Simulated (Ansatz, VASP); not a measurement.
# BaZrO3 in two plane-wave programs, part 3 of 3

Aim: how closely do two programs agree when they are given the same cell, functional and k mesh? The cell is taken from a series of runs on this material, whose earlier steps may have relaxed, scaled, displaced or heated it; both programs get it as it stands.

VASP 6.6.1 and Ansatz 0.2.0.

So far: Set-up; Ansatz: zone-centre phonons, PBE; VASP: zone-centre phonons, PBE.

### 3. VASP: zone-centre phonons, PBE (continued)

Level of this step: PBE; plane waves and PAW (O, Zr_sv, Ba_sv) (VASP).

Numbers of over 12 decimals in the logs are rounded to 6 here.

Parts of OUTCAR (step 3):

```text
ion  position               nearest neighbor table
   1  0.000  0.500  0.500-   4 2.06   4 2.06   5 2.91   5 2.91   5 2.91   5 2.91
   2  0.500  0.000  0.500-   4 2.06   4 2.06   5 2.91   5 2.91   5 2.91   5 2.91
   3  0.500  0.500  0.000-   4 2.06   4 2.06   5 2.91   5 2.91   5 2.91   5 2.91
   4  0.500  0.500  0.500-   1 2.06   2 2.06   3 2.06   3 2.06   2 2.06   1 2.06   5 3.56   5 3.56
                             5 3.56   5 3.56   5 3.56   5 3.56   5 3.56   5 3.56
   5  0.000  0.000  0.000-   1 2.91   2 2.91   3 2.91   1 2.91   2 2.91   1 2.91   3 2.91   1 2.91
                             2 2.91   3 2.91   2 2.91   3 2.91   4 3.56   4 3.56   4 3.56   4 3.56

  LATTYP: Found a simple cubic cell.
 ALAT       =     4.1113329678

 Subroutine GETGRP returns: Found 48 space group operations
 (whereof 48 operations were pure point group operations)

The static configuration has the point symmetry O_h .

 Found     35 irreducible k-points:

   k-points           NKPTS =     35   k-points in BZ     NKDIM =     35   number of bands    NBANDS=     26

   dimension x,y,z NGX =    36 NGY =   36 NGZ =   36
   dimension x,y,z NGXF=    72 NGYF=   72 NGZF=   72

   ENCUT  =  600.0 eV  44.10 Ry    6.64 a.u.   8.21  8.21  8.21*2*pi/ulx,y,z

   NELECT =      40.0000    total number of electrons

 k-points in reciprocal lattice and weights: Automatic mesh
   0.00000000  0.00000000  0.00000000       0.002
   0.12500000  0.00000000  0.00000000       0.012
   0.25000000  0.00000000  0.00000000       0.012
   0.37500000  0.00000000  0.00000000       0.012
   0.50000000  0.00000000  0.00000000       0.006
   0.12500000  0.12500000  0.00000000       0.023
   0.25000000  0.12500000  0.00000000       0.047
   0.37500000  0.12500000  0.00000000       0.047
   0.50000000  0.12500000  0.00000000       0.023
[...]
0.50000000  0.50000000  0.37500000       0.012
   0.50000000  0.50000000  0.50000000       0.002

 average (electrostatic) potential at core
       1 -68.8908       2 -68.8908       3 -68.8908       4 -77.2597       5 -32.8987

  Total        7.0099977      7.0099977      7.0099977      0.0000000      0.0000000     -0.0000000
[...]
2     0.00000     6.12943    -0.00000
    3    -0.00000    -0.00000     6.12943
 ion    5
    1     2.76653    -0.00000    -0.00000
    2     0.00000     2.76653    -0.00000
    3    -0.00000     0.00000     2.76653

 Eigenvectors and eigenvalues of the dynamical matrix
 ----------------------------------------------------

   1 f  =   17.557056 THz   110.314239 2PiTHz  585.640366 cm-1    72.610119 meV
             X         Y         Z           dx          dy          dz
      0.000000  2.055666  2.055666     0.815081    0.098623    0.000000
      2.055666  0.000000  2.055666    -0.174879   -0.459665   -0.000000
      2.055666  2.055666  0.000000    -0.174879    0.098623    0.000000
      2.055666  2.055666  2.055666    -0.181845    0.102551   -0.000000
      0.000000  0.000000  0.000000    -0.010614    0.005986   -0.000000

   2 f  =   17.557056 THz   110.314239 2PiTHz  585.640366 cm-1    72.610119 meV
             X         Y         Z           dx          dy          dz
      0.000000  2.055666  2.055666     0.459665   -0.174879    0.000000
      2.055666  0.000000  2.055666    -0.098623    0.815081    0.000000
      2.055666  2.055666  0.000000    -0.098623   -0.174879    0.000000
      2.055666  2.055666  2.055666    -0.102551   -0.181845   -0.000000
      0.000000  0.000000  0.000000    -0.005986   -0.010614   -0.000000

   3 f  =   17.557056 THz   110.314239 2PiTHz  585.640366 cm-1    72.610119 meV
             X         Y         Z           dx          dy          dz
      0.000000  2.055666  2.055666     0.000000   -0.000000    0.200772
      2.055666  0.000000  2.055666    -0.000000    0.000000    0.200772
      2.055666  2.055666  0.000000    -0.000000   -0.000000   -0.935761
      2.055666  2.055666  2.055666    -0.000000   -0.000000    0.208769
      0.000000  0.000000  0.000000     0.000000    0.000000    0.012185

   4 f  =    5.740000 THz    36.065485 2PiTHz  191.465796 cm-1    23.738723 meV
             X         Y         Z           dx          dy          dz
      0.000000  2.055666  2.055666    -0.043541   -0.105422   -0.002528
      2.055666  0.000000  2.055666    -0.453883   -0.010113   -0.002528
      2.055666  2.055666  0.000000    -0.453883   -0.105422   -0.000243
      2.055666  2.055666  2.055666     0.691695    0.160659    0.003853
      0.000000  0.000000  0.000000    -0.237545   -0.055174   -0.001323

   5 f  =    5.740000 THz    36.065485 2PiTHz  191.465796 cm-1    23.738723 meV
             X         Y         Z           dx          dy          dz
      0.000000  2.055666  2.055666    -0.000437    0.008455    0.465873
      2.055666  0.000000  2.055666    -0.004559    0.000811    0.465873
      2.055666  2.055666  0.000000    -0.004559    0.008455    0.044691
      2.055666  2.055666  2.055666     0.006947   -0.012884   -0.709968
      0.000000  0.000000  0.000000    -0.002386    0.004425    0.243820

   6 f  =    5.740000 THz    36.065485 2PiTHz  191.465796 cm-1    23.738723 meV
             X         Y         Z           dx          dy          dz
      0.000000  2.055666  2.055666     0.010107   -0.453811    0.009267
      2.055666  0.000000  2.055666     0.105354   -0.043534    0.009267
      2.055666  2.055666  0.000000     0.105354   -0.453811    0.000889
      2.055666  2.055666  2.055666    -0.160555    0.691586   -0.014122
      0.000000  0.000000  0.000000     0.055138   -0.237508    0.004850

   7 f  =    5.267767 THz    33.098358 2PiTHz  175.713801 cm-1    21.785725 meV
             X         Y         Z           dx          dy          dz
      0.000000  2.055666  2.055666     0.000000   -0.139271    0.343948
      2.055666  0.000000  2.055666     0.601917   -0.000000   -0.343948
      2.055666  2.055666  0.000000    -0.601917    0.139271   -0.000000
      2.055666  2.055666  2.055666     0.000000   -0.000000    0.000000
      0.000000  0.000000  0.000000    -0.000000    0.000000   -0.000000

   8 f  =    5.267767 THz    33.098358 2PiTHz  175.713801 cm-1    21.785725 meV
             X         Y         Z           dx          dy          dz
      0.000000  2.055666  2.055666     0.000000    0.445819   -0.425722
      2.055666  0.000000  2.055666     0.346419   -0.000000    0.425722
      2.055666  2.055666  0.000000    -0.346419   -0.445819   -0.000000
      2.055666  2.055666  2.055666     0.000000   -0.000000    0.000000
      0.000000  0.000000  0.000000    -0.000000    0.000000   -0.000000

   9 f  =    5.267767 THz    33.098358 2PiTHz  175.713801 cm-1    21.785725 meV
             X         Y         Z           dx          dy          dz
      0.000000  2.055666  2.055666    -0.000000    0.530895    0.447729
      2.055666  0.000000  2.055666    -0.133004    0.000000   -0.447729
      2.055666  2.055666  0.000000     0.133004   -0.530895    0.000000
      2.055666  2.055666  2.055666    -0.000000    0.000000   -0.000000
      0.000000  0.000000  0.000000     0.000000   -0.000000    0.000000

  10 f  =    4.041194 THz    25.391574 2PiTHz  134.799737 cm-1    16.713030 meV
             X         Y         Z           dx          dy          dz
      0.000000  2.055666  2.055666     0.036119    0.067586   -0.419162
      2.055666  0.000000  2.055666     0.061145    0.039924   -0.419162
      2.055666  2.055666  0.000000     0.061145    0.067586   -0.247605
      2.055666  2.055666  2.055666     0.049844    0.055095   -0.341695
      0.000000  0.000000  0.000000    -0.095143   -0.105165    0.652227

  11 f  =    4.041194 THz    25.391574 2PiTHz  134.799737 cm-1    16.713030 meV
             X         Y         Z           dx          dy          dz
      0.000000  2.055666  2.055666    -0.190724    0.282412   -0.001562
      2.055666  0.000000  2.055666    -0.322869    0.166825   -0.001562
      2.055666  2.055666  0.000000    -0.322869    0.282412   -0.000923
      2.055666  2.055666  2.055666    -0.263198    0.230218   -0.001273
      0.000000  0.000000  0.000000     0.502392   -0.439440    0.002430

  12 f  =    4.041194 THz    25.391574 2PiTHz  134.799737 cm-1    16.713030 meV
             X         Y         Z           dx          dy          dz
      0.000000  2.055666  2.055666     0.162871    0.315720    0.091127
      2.055666  0.000000  2.055666     0.275718    0.186500    0.091127
      2.055666  2.055666  0.000000     0.275718    0.315720    0.053830
      2.055666  2.055666  2.055666     0.224761    0.257370    0.074285
      0.000000  0.000000  0.000000    -0.429024   -0.491268   -0.141796

  13 f/i=    0.010885 THz     0.068394 2PiTHz    0.363091 cm-1     0.045017 meV
             X         Y         Z           dx          dy          dz
      0.000000  2.055666  2.055666     0.101222   -0.219634   -0.000358
      2.055666  0.000000  2.055666     0.101579   -0.218862   -0.000358
      2.055666  2.055666  0.000000     0.101579   -0.219634   -0.000357
      2.055666  2.055666  2.055666     0.241093   -0.521292   -0.000850
      0.000000  0.000000  0.000000     0.295295   -0.638488   -0.001041

  14 f/i=    0.010885 THz     0.068394 2PiTHz    0.363091 cm-1     0.045017 meV
             X         Y         Z           dx          dy          dz
      0.000000  2.055666  2.055666    -0.210041   -0.097374   -0.068165
      2.055666  0.000000  2.055666    -0.210783   -0.097032   -0.068165
      2.055666  2.055666  0.000000    -0.210783   -0.097374   -0.067926
      2.055666  2.055666  2.055666    -0.500284   -0.231113   -0.161787
      0.000000  0.000000  0.000000    -0.612756   -0.283071   -0.198160

  15 f/i=    0.010885 THz     0.068394 2PiTHz    0.363091 cm-1     0.045017 meV
             X         Y         Z           dx          dy          dz
      0.000000  2.055666  2.055666     0.061508    0.028926   -0.232187
      2.055666  0.000000  2.055666     0.061725    0.028824   -0.232187
      2.055666  2.055666  0.000000     0.061725    0.028926   -0.231371
      2.055666  2.055666  2.055666     0.146501    0.068653   -0.551086
      0.000000  0.000000  0.000000     0.179437    0.084088   -0.674980

 MACROSCOPIC STATIC DIELECTRIC TENSOR IONIC CONTRIBUTION
 ------------------------------------------------------
          36.539155    -0.000000     0.000000
          -0.000000    36.539155    -0.000000
           0.000000    -0.000000    36.539155
 ------------------------------------------------------

 ELASTIC MODULI CONTR FROM IONIC RELAXATION (kBar)
 Direction    XX          YY          ZZ          XY          YZ          ZX
 --------------------------------------------------------------------------------
 XX           0.0000      0.0000      0.0000      0.0000      0.0000      0.0000
 YY           0.0000      0.0000      0.0000      0.0000      0.0000      0.0000
 ZZ           0.0000      0.0000      0.0000      0.0000      0.0000      0.0000
 XY           0.0000      0.0000      0.0000      0.0000      0.0000      0.0000
 YZ           0.0000      0.0000      0.0000      0.0000      0.0000      0.0000
 ZX           0.0000      0.0000      0.0000      0.0000      0.0000      0.0000
 --------------------------------------------------------------------------------

 PIEZOELECTRIC TENSOR IONIC CONTR  for field in x, y, z        (C/m^2)
          XX          YY          ZZ          XY          YZ          ZX
  --------------------------------------------------------------------------------
  x     0.00000     0.00000     0.00000     0.00000     0.00000     0.00000
  y     0.00000     0.00000     0.00000     0.00000     0.00000     0.00000
  z     0.00000     0.00000     0.00000     0.00000     0.00000     0.00000
```

Harder data sets than Ba_sv exist (the GW ones), and pressures, volumes and forces can shift noticeably with them.

### 4. Comparison

Known differences besides the potentials themselves: fixed occupations in Ansatz, narrow Gaussian smearing in VASP; the cutoff is 420 eV in Ansatz and 600 eV in VASP. Total energies have different zeros and are not compared.

Both answers:

| quantity | Ansatz | VASP | difference |
| --- | --- | --- | --- |
| ε∞ xx | 4.87 | 4.87 | -0.16 % |
| ε∞ yy | 4.87 | 4.87 | -0.16 % |
| ε∞ zz | 4.87 | 4.87 | -0.16 % |
| Born charge of O1 (mean of the diagonal) (e) | -2.97 | -2.97 | 0.00 |
| Born charge of Zr4 (mean of the diagonal) (e) | 6.12 | 6.13 | -0.01 |
| Born charge of Ba5 (mean of the diagonal) (e) | 2.78 | 2.77 | +0.02 |
| optical mode 1 to 3 (cm⁻¹) | 121.0 | 134.8 | -10.21 % |
| optical mode 4 to 6 (cm⁻¹) | 166.4 | 175.7 | -5.32 % |
| optical mode 7 to 9 (cm⁻¹) | 187.7 | 191.5 | -1.98 % |
| optical mode 10 to 12 (cm⁻¹) | 579.4 | 585.6 | -1.07 % |

Modes are paired by rising frequency, not by their patterns, so a pair may set unlike modes beside each other; they are those without the splitting of longitudinal modes.

### 5. Results

```json
{
 "r.m.s. difference of the optical zone-centre modes, each program's sorted by frequency (zone-centre phonons, PBE)": "9.1 cm⁻¹",
 "difference in optical mode 1 to 3 (zone-centre phonons, PBE)": "-10.2 %"
}
```

In words: The r.m.s. difference of the optical zone-centre modes, each program's sorted by frequency is 9.1 cm⁻¹ (zone-centre phonons, PBE). Among the rows given in per cent, the largest difference of the zone-centre phonons, PBE pair is in optical mode 1 to 3, -10.2 %. What causes the difference of the zone-centre phonons, PBE pair stays open here. Such differences can come from data sets, numerical settings and the points named under the comparisons, not from the functional's error against experiment.

[Lines on the potential files, build, host, timing and source positions are cut from VASP's logs without a mark.]

[Logs are printed without paths, hosts, clocks, repeated set-up lines and the standing remarks that a program may print on its own settings, such as how far it seeks lower states.]

[Hosts, paths, dates, database ids (printed as entryN), source tags and the programs' standing remarks are cut or masked in the printed files.]
